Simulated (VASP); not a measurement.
These are PBE GGA, VASP's PBE PAW potentials (set 64) (plane waves; VASP) values and carry that method's errors.

VASP input:

**INCAR**
```
! general
SYSTEM =RuAl
PREC   =Accurate
ENCUT  =400   ! plane-wave cut-off (eV)
LREAL  =.FALSE.   ! projection in real space or not
LASPH  =.TRUE.   ! aspherical one-centre terms

! electronic loop
EDIFF  =1E-6   ! SCF stop (eV)
NELM   =100   ! most electronic steps
ALGO   =Normal
LMAXMIX=4

! smearing
ISMEAR =1   ! Methfessel-Paxton
SIGMA  =0.1   ! width (eV)

! functional
GGA    =PE

! ions
ISIF   =2   ! forces and stress, cell fixed

! output
LWAVE  =.FALSE.
LCHARG =.FALSE.
```

**POSCAR**
```
RuAl
1
    3.0498000000     0.0000000000     0.0000000000
    0.0000000000     3.0498000000     0.0000000000
    0.0000000000     0.0000000000     3.0498000000
Al Ru
1 1
Direct
  0.5000000000   0.5000000000   0.5000000000
  0.0000000000   0.0000000000   0.0000000000
```

### KPOINTS
```
Automatic
0
gamma
 9 9 9
```

POTCAR, in this order: Al Ru_pv (PBE.64 set). Program: vasp_std.

The resulting files:

**OUTCAR**
```
 ion  position               nearest neighbor table
   1  0.500  0.500  0.500-   2 2.64   2 2.64   2 2.64   2 2.64   2 2.64   2 2.64   2 2.64   2 2.64
  LATTYP: Found a simple cubic cell.
 ALAT       =     3.0498000000
 Subroutine PRICEL returns:
 Original cell was already a primitive cell.
 Subroutine GETGRP returns: Found 48 space group operations
The static configuration has the point symmetry O_h .
The dynamic configuration has the point symmetry O_h .
 Subroutine INISYM returns: Found 48 space group operations
 Subroutine IBZKPT returns following result:
 Found     35 irreducible k-points:

 Following reciprocal coordinates:
            Coordinates               Weight
  0.000000  0.000000  0.000000      1.000000
  0.111111  0.000000  0.000000      6.000000
  0.222222  0.000000  0.000000      6.000000
  0.333333  0.000000  0.000000      6.000000
  0.444444  0.000000  0.000000      6.000000
  0.111111  0.111111  0.000000     12.000000
  0.222222  0.111111  0.000000     24.000000
  0.333333  0.111111  0.000000     24.000000
  0.444444  0.111111  0.000000     24.000000
  0.222222  0.222222  0.000000     12.000000
  0.333333  0.222222  0.000000     24.000000
  0.444444  0.222222  0.000000     24.000000
  0.333333  0.333333  0.000000     12.000000
  0.444444  0.333333  0.000000     24.000000
  0.444444  0.444444  0.000000     12.000000
  0.111111  0.111111  0.111111      8.000000
  0.222222  0.111111  0.111111     24.000000
  0.333333  0.111111  0.111111     24.000000
  0.444444  0.111111  0.111111     24.000000
  0.222222  0.222222  0.111111     24.000000
  0.333333  0.222222  0.111111     48.000000
  0.444444  0.222222  0.111111     48.000000
  0.333333  0.333333  0.111111     24.000000
  0.444444  0.333333  0.111111     48.000000
  0.444444  0.444444  0.111111     24.000000
...
```

### OSZICAR
```
       N       E                     dE             d eps       ncg     rms          rms(c)
DAV:   1     0.854919189390E+02    0.85492E+02   -0.82622E+03   912   0.107E+03
DAV:   2    -0.132309276105E+02   -0.98723E+02   -0.95449E+02   964   0.300E+02
DAV:   3    -0.148819360360E+02   -0.16510E+01   -0.16375E+01   992   0.400E+01
DAV:   4    -0.148983548720E+02   -0.16419E-01   -0.16415E-01   952   0.404E+00
DAV:   5    -0.148988007037E+02   -0.44583E-03   -0.44582E-03  1020   0.564E-01    0.108E+01
DAV:   6    -0.143282961265E+02    0.57050E+00   -0.38608E+00   884   0.220E+01    0.236E+00
DAV:   7    -0.142347881046E+02    0.93508E-01   -0.37848E-01   880   0.706E+00    0.181E+00
DAV:   8    -0.142184725143E+02    0.16316E-01   -0.28260E-02   912   0.189E+00    0.228E-01
DAV:   9    -0.142179478781E+02    0.52464E-03   -0.14542E-03   932   0.400E-01    0.134E-01
DAV:  10    -0.142179427920E+02    0.50861E-05   -0.61891E-05   968   0.979E-02    0.138E-02
DAV:  11    -0.142179408820E+02    0.19100E-05   -0.39919E-06   944   0.231E-02    0.668E-03
DAV:  12    -0.142179401834E+02    0.69860E-06   -0.12343E-07   440   0.424E-03
   1 F= -.14217940E+02 E0= -.14217636E+02  d E =-.913457E-03
```

### OUTCAR
```
------------------------ aborting loop because EDIFF is reached ----------------------------------------
  FORCE on cell =-STRESS in cart. coord.  units (eV):
  Direction    XX          YY          ZZ          XY          YZ          ZX
  --------------------------------------------------------------------------------------
  Total       -1.5892343     -1.5892343     -1.5892343     -0.0000000     -0.0000000      0.0000000
  in kB      -89.7603287    -89.7603287    -89.7603287     -0.0000000     -0.0000000      0.0000000
  external PRESSURE =     -89.7603287 kB  Pullay stress =       0.0000000 kB
  volume of cell :       28.37
      direct lattice vectors                 reciprocal lattice vectors
     3.049800000  0.000000000  0.000000000     0.327890353  0.000000000  0.000000000
     0.000000000  3.049800000  0.000000000     0.000000000  0.327890353  0.000000000
     0.000000000  0.000000000  3.049800000     0.000000000  0.000000000  0.327890353
 POSITION                                       TOTAL-FORCE (eV/Angst)
 -----------------------------------------------------------------------------------
      1.52490      1.52490      1.52490         0.000000      0.000000      0.000000
      0.00000      0.00000      0.00000         0.000000      0.000000      0.000000
 -----------------------------------------------------------------------------------
    total drift:                               -0.000000      0.000000      0.000000
  FREE ENERGIE OF THE ION-ELECTRON SYSTEM (eV)
  ---------------------------------------------------
  free  energy   TOTEN  =       -14.2179401834 eV

  energy  without entropy=      -14.2170267262  energy(sigma->0) =      -14.21763570
```
(Selected blocks of OUTCAR.)

The compound is RuAl in the CsCl type structure. The cell was not relaxed at this level. The electron count is odd and the run is not spin-polarised, which forces a metal.
